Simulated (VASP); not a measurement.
Output of a VASP run:

**OSZICAR**
```
       N       E                     dE             d eps       ncg     rms          rms(c)
DAV:   1     0.538777585405E+02    0.53878E+02   -0.31191E+03   560   0.814E+02
DAV:   2     0.337006155255E+01   -0.50508E+02   -0.49651E+02   752   0.122E+02
DAV:   3    -0.942099741049E+00   -0.43122E+01   -0.43115E+01   560   0.446E+01
DAV:   4    -0.995619225561E+00   -0.53519E-01   -0.53518E-01  1032   0.623E+00
DAV:   5    -0.995671313251E+00   -0.52088E-04   -0.52086E-04   728   0.114E-01    0.145E-01
DAV:   6    -0.994244351834E+00    0.14270E-02   -0.21536E-03   968   0.252E-01    0.863E-02
DAV:   7    -0.993795678174E+00    0.44867E-03   -0.29458E-03   752   0.294E-01    0.385E-02
DAV:   8    -0.993825812447E+00   -0.30134E-04   -0.61517E-05   896   0.658E-02    0.396E-03
DAV:   9    -0.993826614541E+00   -0.80209E-06   -0.10748E-06   904   0.580E-03    0.214E-03
DAV:  10    -0.993826764050E+00   -0.14951E-06   -0.31499E-07   824   0.314E-03    0.297E-04
DAV:  11    -0.993826766597E+00   -0.25473E-08   -0.35156E-09   592   0.380E-04
   1 F= -.99382677E+00 E0= -.99316711E+00  d E =-.197898E-02
```

### OUTCAR
```
------------------------ aborting loop because EDIFF is reached ----------------------------------------
  FORCE on cell =-STRESS in cart. coord.  units (eV):
  Direction    XX          YY          ZZ          XY          YZ          ZX
  --------------------------------------------------------------------------------------
  Total       -0.0294525     -0.0294525     -0.0294525     -0.0000000      0.0000000     -0.0000000
  in kB       -0.4824431     -0.4824431     -0.4824431     -0.0000000      0.0000000     -0.0000000
  external PRESSURE =      -0.4824431 kB  Pullay stress =       0.0000000 kB
  volume of cell :       97.81
      direct lattice vectors                 reciprocal lattice vectors
    -2.902521890  2.902521890  2.902521890     0.000000000  0.172263989  0.172263989
     2.902521890 -2.902521890  2.902521890     0.172263989  0.000000000  0.172263989
     2.902521890  2.902521890 -2.902521890     0.172263989  0.172263989  0.000000000
 POSITION                                       TOTAL-FORCE (eV/Angst)
 -----------------------------------------------------------------------------------
      0.00000      0.00000      0.00000         0.000000      0.000000      0.000000
 -----------------------------------------------------------------------------------
    total drift:                               -0.000000     -0.000000     -0.000000
  FREE ENERGIE OF THE ION-ELECTRON SYSTEM (eV)
  ---------------------------------------------------
  free  energy   TOTEN  =        -0.9938267666 eV

  energy  without entropy=       -0.9918477889  energy(sigma->0) =       -0.99316711
```
(Selected blocks of OUTCAR.)

### POSCAR
```
Cs
1
   -2.9025218902     2.9025218902     2.9025218902
    2.9025218902    -2.9025218902     2.9025218902
    2.9025218902     2.9025218902    -2.9025218902
Cs
1
Direct
  0.0000000000   0.0000000000   0.0000000000
```

Question: Write an INCAR and KPOINTS that could have produced this output.

Answer: One answer among several that fit: the input of the run itself, LDA (Ceperley-Alder, Perdew-Zunger), plane waves, VASP's LDA PAW potentials (set 64).

KPOINTS:
```
Regular mesh
0
Gamma
  9 9 9
0 0 0
```

### INCAR
```
LASPH = T
LMAXMIX = 4   # l cut-off of mixed one-centre charges
ALGO = Normal
NELM = 100   # most electronic steps
LREAL = F   # projection in real space or not
LCHARG = F
ISIF = 2
EDIFF = 1E-7   # SCF stop (eV)
SIGMA = 0.1   # width (eV)
ENCUT = 520
LWAVE = F
PREC = Accurate
SYSTEM = Cs
ISMEAR = 1
```

POTCAR, in this order: Cs_sv (LDA.64 set). Program: vasp_std.

The compound is Cs in the bcc structure. This cell is one point of a volume scan, at 1.03 of the reference volume.
